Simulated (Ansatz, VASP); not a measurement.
# GaAs in two plane-wave programs

One calculation is typed for both programs; each brings its own data sets. How far apart do they land? The structure shown comes from an earlier Ansatz run, which isn't shown and may have moved the atoms alone.

Method: plane waves, with VASP 6.6.1 beside it; elastic constants at LDA, in Ansatz 0.2.0.

### Step 1. Starting point

The structure is cubic, space group F-43m (No. 216). The conventional cell has a = 5.603 Å, b = 5.603 Å, c = 5.603 Å, α = 90.00°, β = 90.00°, γ = 90.00°. Ga has 4 As at 2.43 Å nearest. As has 4 Ga at 2.43 Å nearest. Farther neighbours are not listed.

### Step 2. Ansatz: elastic constants, LDA

Ansatz runs on its default PAW (the set named soft_2) files.

Elastic constants are differences of stresses under small strains, so they test the stress and the mesh.

Contents of input.yaml:

```yaml
crystal:
  lattice:
    - [0.0, 2.8014543795, 2.8014543795]
    - [2.8014543795, 0.0, 2.8014543795]
    - [2.8014543795, 2.8014543795, 0.0]
  atoms:
    - { symbol: Ga, position: [0.0, 0.0, 0.0] }
    - { symbol: As, position: [0.25, 0.25, 0.25] }
kpoints:
  mp_grid: { grid: [10, 10, 10] }
hamiltonian:
  xc: lda
scf:
  occupations: { method: fixed }
output:
  forces: true
  stress: true
  eigenvalues: true
elastic:
  mode: relaxed_ion
  stencil: two_point
```

The run is started by

```bash
$ ansatz run input.yaml --threads 4 --pin off --max-ram 14336MiB --backend cpu --events-out ev --progress --plain --runs-dir out
```

Numbers of over 12 decimals in the logs are rounded to 6 here.

What it wrote:

```text
Engine: ansatz 0.2.0, x86_64-unknown-linux-gnu
Pseudopotentials: kind: paw
Pseudopotential: Ga, paw, valence charge 13, recommended cutoff 420 eV (normal), Ga.paw.azcp
Pseudopotential: As, paw, valence charge 15, recommended cutoff 420 eV (normal), As.paw.azcp
Functional definition: SPW92
  exchange = slater_x
  correlation = pw_c
Crystal: 2 atoms, lattice volume = 43.972 Å³
Basis set: ecut = 420 eV, 869 PW (Γ)
Bands: 18, of which v1, the nominal top of the filled ones, is band 14 counted from 1 (13 counted from 0)
Symmetry: 24 space group operations
Space group: F-43m (ITA 216), of the structure as read, at distance tolerance 3.5e-5 Å
k-points: 47 of 1000 (time reversal used)
Non-local potential: Ga, projectors of the file, l = 0: 2, l = 1: 2, l = 2: 3, l = 3: 1
Non-local potential: As, projectors of the file, l = 0: 2, l = 1: 2, l = 2: 3, l = 3: 1
PAW form: soft (Blöchl's): semilocal exchange-correlation on the pseudo side does not see the compensation charge
PAW frozen core: Ga, regenerated for the run's functional, and the local potential with it (the file was generated under x = pbe(κ = 0.804, μ = 0.219515), c = pbe(β = 0.066725))
PAW frozen core: As, regenerated for the run's functional, and the local potential with it (the file was generated under x = pbe(κ = 0.804, μ = 0.219515), c = pbe(β = 0.066725))
PAW one-centre angular grid: Ga, 590 points (default); XC on 64 Gauss nodes
PAW one-centre angular grid: As, 590 points (default); XC on 64 Gauss nodes
Initial density: superposition of atomic densities (neutral atoms: chi_scale 0, normalization atom), corrected by the library's trained network
Initial wavefunctions: pseudopotential atomic-orbital guess
Functional: x = slater, c = lda
SCF iter   1: F=—  HF=-8481.299725 eV  |F-HF|=—  |Δ(HF+E_count)|=         —  Δρ=5.16e-3  dr2=7.55e-3  ethr=1.77e-3  ⟨swp⟩=4.7  Hψ=3575  notcnv=0  defer=79
preconditioner: auto → none  [insulator: Δε(μ)=0.461 eV  Ē_g=15.598 eV  n_scr=14 (ndim 8)  ℏωp=23.8 eV  f_vac=0.078  ε∞_Penn≈3.3]
SCF iter   2: F=—  HF=-8481.296696 eV  |F-HF|=—  |Δ(HF+E_count)|=   3.03e-3  Δρ=2.56e-3  dr2=1.09e-3  ethr=2.70e-5  ⟨swp⟩=2.9  Hψ=1895  notcnv=0  defer=86
SCF iter   3: F=—  HF=-8481.296619 eV  |F-HF|=—  |Δ(HF+E_count)|=   7.67e-5  Δρ=7.14e-4  dr2=1.93e-4  ethr=3.88e-6  ⟨swp⟩=2.0  Hψ=1370  notcnv=0  defer=87
SCF iter   4: F=—  HF=-8481.296538 eV  |F-HF|=—  |Δ(HF+E_count)|=   8.10e-5  Δρ=2.64e-4  dr2=1.30e-5  ethr=6.91e-7  ⟨swp⟩=2.0  Hψ=1370  notcnv=0  defer=87
SCF iter   5: F=—  HF=-8481.296541 eV  |F-HF|=—  |Δ(HF+E_count)|=   2.62e-6  Δρ=1.60e-5  dr2=8.58e-8  ethr=4.63e-8  ⟨swp⟩=2.0  Hψ=1085  notcnv=0  defer=1
SCF iter   6: F=—  HF=-8481.296537 eV  |F-HF|=—  |Δ(HF+E_count)|=   3.62e-6  Δρ=4.46e-6  dr2=4.65e-9  ethr=3.07e-10  ⟨swp⟩=2.0  Hψ=1289  notcnv=0
SCF iter   7: F=—  HF=-8481.296537 eV  |F-HF|=—  |Δ(HF+E_count)|=   1.43e-9  Δρ=4.44e-7  dr2=4.74e-11  ethr=1.66e-11  ⟨swp⟩=2.9  Hψ=1775  notcnv=0
SCF iter   8: F=—  HF=-8481.296537 eV  |F-HF|=—  |Δ(HF+E_count)|=  8.55e-11  Δρ=8.19e-8  dr2=1.77e-12  ethr=1.69e-13 (applied; sched 1.00e-12)  ⟨swp⟩=2.0  Hψ=1504  notcnv=0
SCF iter   9: F=—  HF=-8481.296537 eV  |F-HF|=—  |Δ(HF+E_count)|=  3.64e-12  Δρ=4.13e-8  dr2=3.14e-13  ethr=1.00e-12  ⟨swp⟩=5.9  Hψ=4007  notcnv=0
SCF iter  10: F=-8481.296537 eV  HF=-8481.296537 eV  |F-HF|=1.82e-12  |Δ(HF+E_count)|=  3.64e-12  Δρ=4.83e-9  dr2=4.60e-15  ethr=1.00e-12  ⟨swp⟩=4.1  Hψ=3020  notcnv=0
SCF 1 converged in 10 iterations: F = -8481.296537 eV  dr2 = 4.60e-15
  greatest PAW one-centre occupation: 0.999 electrons in one spin orbital (limit 2), on the As atom at site 1 (counted from 0), in its partial waves of l = 2
Crystal: 2 atoms, lattice volume = 43.885 Å³
Symmetry: 8 space group operations
k-points: 102 of 1000 (time reversal used)
Initial density: handed on by an earlier stage of this run
Initial wavefunctions: those handed on with the density
iter 1 solved again at ethr=2.41e-8 eV; its pass at ethr=3.10e-3 eV (dr2=6.74e-6 eV) is discarded
SCF iter   1: F=—  HF=-8481.296473 eV  |F-HF|=—  |Δ(HF+E_count)|=         —  Δρ=1.16e-4  dr2=6.09e-6  ethr=2.41e-8  ⟨swp⟩=2.5  Hψ=9296  notcnv=0  defer=114
preconditioner: auto → none  [insulator: Δε(μ)=0.496 eV  Ē_g=15.605 eV  n_scr=14 (ndim 8)  ℏωp=23.8 eV  f_vac=0.066  ε∞_Penn≈3.3]
SCF iter   2: F=—  HF=-8481.296472 eV  |F-HF|=—  |Δ(HF+E_count)|=   1.24e-6  Δρ=5.24e-5  dr2=9.47e-7  ethr=2.18e-8  ⟨swp⟩=2.0  Hψ=2054  notcnv=0  defer=29
SCF iter   3: F=—  HF=-8481.296471 eV  |F-HF|=—  |Δ(HF+E_count)|=   7.76e-7  Δρ=1.04e-5  dr2=6.08e-8  ethr=3.38e-9  ⟨swp⟩=2.3  Hψ=3092  notcnv=0
SCF iter   4: F=—  HF=-8481.296471 eV  |F-HF|=—  |Δ(HF+E_count)|=   3.00e-8  Δρ=3.61e-6  dr2=2.77e-9  ethr=2.17e-10  ⟨swp⟩=2.0  Hψ=3264  notcnv=0
SCF iter   5: F=—  HF=-8481.296471 eV  |F-HF|=—  |Δ(HF+E_count)|=  3.64e-11  Δρ=1.02e-6  dr2=3.11e-10  ethr=9.89e-12  ⟨swp⟩=2.0  Hψ=2751  notcnv=0
[...]
SCF iter   2: F=—  HF=-8481.296506 eV  |F-HF|=—  |Δ(HF+E_count)|=   1.81e-8  Δρ=8.93e-6  dr2=1.21e-8  ethr=2.56e-10  ⟨swp⟩=2.0  Hψ=5868  notcnv=0  defer=305
SCF iter   3: F=—  HF=-8481.296506 eV  |F-HF|=—  |Δ(HF+E_count)|=   1.61e-9  Δρ=8.04e-7  dr2=8.42e-11  ethr=4.34e-11  ⟨swp⟩=2.4  Hψ=4620  notcnv=0  defer=306
SCF iter   4: F=—  HF=-8481.296506 eV  |F-HF|=—  |Δ(HF+E_count)|=  9.46e-11  Δρ=1.69e-7  dr2=5.35e-12  ethr=3.01e-13 (applied; sched 1.00e-12)  ⟨swp⟩=2.0  Hψ=4645  notcnv=0  defer=306
SCF iter   5: F=—  HF=-8481.296506 eV  |F-HF|=—  |Δ(HF+E_count)|=  1.82e-12  Δρ=2.31e-8  dr2=1.53e-13  ethr=1.91e-14 (applied; sched 1.00e-12)  ⟨swp⟩=2.0  Hψ=3759  notcnv=0  defer=306
SCF iter   6: F=-8481.296506 eV  HF=-8481.296506 eV  |F-HF|=3.64e-12  |Δ(HF+E_count)|=  3.64e-12  Δρ=1.07e-8  dr2=4.49e-14  ethr=1.00e-12  ⟨swp⟩=4.0  Hψ=10917  notcnv=0
SCF 6 converged in 6 iterations: F = -8481.296506 eV  dr2 = 4.49e-14
relax step   3: F+E_penalty+E_count = -8481.29650591 eV  Δ(F+E_penalty+E_count) = -8.159e-7 eV  max|allowed force component| = 3.113e-8 eV/Å  Δτ_max = 0.0002 Å  (6 SCF iters, accepted)
[...]
relax step   1: F+E_penalty+E_count = -8481.29649398 eV  Δ(F+E_penalty+E_count) = +0.000e0 eV  max|allowed force component| = 1.514e-2 eV/Å  Δτ_max = 0.0000 Å  (10 SCF iters, accepted)
[...]
relax step   2: F+E_penalty+E_count = -8481.29650591 eV  Δ(F+E_penalty+E_count) = -1.194e-5 eV  max|allowed force component| = 1.072e-7 eV/Å  Δτ_max = 0.0008 Å  (7 SCF iters, accepted)
iter 1 solved again at ethr=1.00e-12 eV; its pass at ethr=3.10e-3 eV (dr2=9.71e-14 eV) is discarded
SCF iter   1: F=—  HF=-8481.296506 eV  |F-HF|=—  |Δ(HF+E_count)|=         —  Δρ=1.10e-8  dr2=4.29e-14  ethr=1.00e-12  ⟨swp⟩=2.4  Hψ=14097  notcnv=0
SCF iter   2: F=-8481.296506 eV  HF=-8481.296506 eV  |F-HF|=1.82e-12  |Δ(HF+E_count)|=  7.28e-12  Δρ=5.03e-9  dr2=5.49e-15  ethr=1.00e-12  ⟨swp⟩=4.1  Hψ=10956  notcnv=0
SCF 10 converged in 2 iterations: F = -8481.296506 eV  dr2 = 5.49e-15
SCF converged after 10 iterations
Free energy (F): -8481.296537 eV
Harris-Foulkes:  -8481.296537 eV  (|F-HF|=1.82e-12)
Internal energy: -8481.296537 eV  (E = F + TS)
E sigma→0 (E₀):  -8481.296537 eV
Fermi energy:    8.242022 eV
--- Per-component energies (eV) ---
  E_band       = -314.941097
  E_kinetic    = 220.947451
  E_local      = -3887.391310  (includes V_loc(G=0)·N_el)
  E_nonlocal   = -238.583211
  E_hartree    = 1958.091767
  E_xc         = -148.328733
  E_vxc        = -138.915669  (∫ρ·V_xc dr)
  E_paw        = -3666.643929  (= ΣΔE_a)
  E_vpaw       = -187.181784  (= ΣTr[D̂ρ^β])
  E_aug_tail   = -0.000107  (compensation charges beyond the density's cutoff)
  E_ewald      = -2723.192174
  E_core_change = 3.803710  (= ΣΔE_core)
  E_smearing   = -0.000000  (= −TS)
  E_closure    = 0.000000  (closes the sum)
  Σ components = -8481.296537   (vs F -8481.296537, Δ=0.00e0)
--- Forces (eV/Å), atoms counted from 1 ---
  atom   1  Ga     0.00000000    -0.00000000     0.00000000
  atom   2  As    -0.00000000    -0.00000000    -0.00000000
  max |Σ_I F_I| component: 2.04e-16 eV/Å
--- Stress (GPa, compression-positive) ---
        0.003562      -0.000000      -0.000000
       -0.000000       0.003562       0.000000
        0.000000       0.000000       0.003562
  P = ⅓ Tr σ = 0.0036 GPa (0.036 kbar)
--- Band table (eV; the first three rows and the last of 47) ---
  k-point 0: bands = [... 10 lower, -4.7378, 8.2420, 8.2420, 8.2420, 8.7299, 11.9370, 11.9370, 11.9370]
  k-point 1: bands = [... 10 lower, -4.6157, 6.6829, 8.0752, 8.0752, 9.7053, 12.1813, 12.1813, 12.1914]
  k-point 2: bands = [... 10 lower, -4.2653, 4.8519, 7.7180, 7.7180, 9.7775, 12.6536, 12.6536, 13.3886]
  k-point 46: bands = [... 10 lower, -2.0687, 1.4184, 4.6334, 4.8048, 12.0803, 12.2723, 14.5403, 14.9170]
--- Elastic constants: 2 strain directions × 2 members + reference (group order 24) ---
  dense FFT box of the reference and of every strained cell: 27×27×27
  strains applied: 11, 23; error gains: componentwise 1.00 (the most a stress slope's error grows in a printed constant), spectral 1.73 (1 for all six strains in a standard setting)
  C = ∂σ_k/∂η_j (tension-positive GPa; Voigt order 11 22 33 23 13 12):
       117.049     53.072     53.072      0.000     -0.000     -0.000
        53.072    117.049     53.072      0.000      0.000     -0.000
        53.072     53.072    117.049      0.000     -0.000     -0.000
         0.000     -0.000     -0.000     58.626      0.000      0.000
         0.000      0.000     -0.000     -0.000     58.626      0.000
         0.000     -0.000      0.000      0.000      0.000     58.626
  reference stress σ⁰ (GPa):     -0.004     -0.004     -0.004     -0.000      0.000      0.000
  C* (energy form; C + prestress term) asymmetry max|C*_kj − C*_jk| = 1.421e-14 GPa — a small one proves nothing (zero by symmetry where the batch's group is 432, −43m or m−3m); a large one is finite-difference/SCF noise where every solve meets its electron count
  moduli (Voigt/Reuss/Hill, GPa): K = 74.40/74.40/74.40   G = 47.97/43.98/45.97   E = 114.37   ν = 0.244
  mechanically stable: yes (min eigenvalue of sym C = 58.63 GPa)
  strain η (Voigt 11):  stress-route row diagonal C_11 = 117.05 GPa, energy-path curvature d²(F+E_count+ΔE)/dδ²/Ω₀ = 117.09 GPa
         δ    σ_11 (GPa)             F (eV)   n_scf  n_hpsi   n_pw
    -2.000e-3      -0.2382       -8481.2964709       8   33553    889   relax 0 steps, max|allowed force component| 2.78e-17 eV/Å
     2.000e-3       0.2300       -8481.2964745       4   24324    889   relax 0 steps, max|allowed force component| 9.63e-17 eV/Å
  strain η (Voigt 23):  stress-route row diagonal C_44 = 58.63 GPa, energy-path curvature d²(F+E_count+ΔE)/dδ²/Ω₀ = 58.68 GPa
         δ    σ_23 (GPa)             F (eV)   n_scf  n_hpsi   n_pw
    -2.000e-3      -0.1173       -8481.2965059       2   26603    889   relax 3 steps, max|allowed force component| 3.11e-8 eV/Å
     2.000e-3       0.1173       -8481.2965059       2   26633    889   relax 2 steps, max|allowed force component| 1.07e-7 eV/Å
```

In the SCF lines HF is the Harris–Foulkes energy and dr2 the Hartree energy of the density residual, in eV; the loop may stop once dr2 is under the threshold and the program's other checks hold. Hψ counts applications of the Hamiltonian.

(Part 1 of 2 ends here.)

[Lines on the potential files, build, host, timing and source positions are cut from VASP's logs without a mark.]

[Logs are printed without paths, hosts, clocks, repeated set-up lines and the standing remarks that a program may print on its own settings, such as how far it seeks lower states.]

[Hosts, paths, dates, database ids (printed as entryN), source tags and the programs' standing remarks are cut or masked in the printed files.]
